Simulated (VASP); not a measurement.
Input:

```yaml
crystal:
  lattice:
    - [4.42330, 0.00000, 0.00000]
    - [0.00000, 4.42330, 0.00000]
    - [0.00000, 0.00000, 4.42330]
  atoms:
    - { symbol: Mn, position: [0.86232, 0.63768, 0.36232], spin: 0.6 }
    - { symbol: Mn, position: [0.36232, 0.86232, 0.63768], spin: 0.6 }
    - { symbol: Mn, position: [0.13768, 0.13768, 0.13768], spin: 0.6 }
    - { symbol: Mn, position: [0.63768, 0.36232, 0.86232], spin: 0.6 }
    - { symbol: Si, position: [0.15443, 0.34557, 0.65443] }
    - { symbol: Si, position: [0.65443, 0.15443, 0.34557] }
    - { symbol: Si, position: [0.84557, 0.84557, 0.84557] }
    - { symbol: Si, position: [0.34557, 0.65443, 0.15443] }
```

Level of theory: LDA (Ceperley-Alder, Perdew-Zunger), VASP's LDA PAW potentials (set 64) (plane waves; VASP 6.6.1). Run with 400 eV cut-off, 8×8×8 Γ-centred mesh, tetrahedra with Blöchl corrections, potentials Mn_pv Si.

The cores are frozen, which limits the accuracy of field gradients. The moments were started parallel, and other spin orders were not tried in this run.

Problem. Give the principal components of the electric field gradient (V/Å²) and the asymmetry η at each nucleus.

Solution. 
| atom | Vxx | Vyy | Vzz | η |
|---|---|---|---|---|
| Mn1 | 6.3 | 6.3 | -12.6 | 0.00 |
| Mn2 | 6.3 | 6.3 | -12.6 | 0.00 |
| Mn3 | 6.3 | 6.3 | -12.6 | 0.00 |
| Mn4 | 6.3 | 6.3 | -12.6 | 0.00 |
| Si5 | 18.6 | 18.6 | -37.1 | 0.00 |
| Si6 | 18.6 | 18.6 | -37.1 | 0.00 |
| Si7 | 18.6 | 18.6 | -37.1 | 0.00 |
| Si8 | 18.6 | 18.6 | -37.1 | 0.00 |

The compound is MnSi in the B20 structure. It was relaxed first, which changed the volume by -9 %.
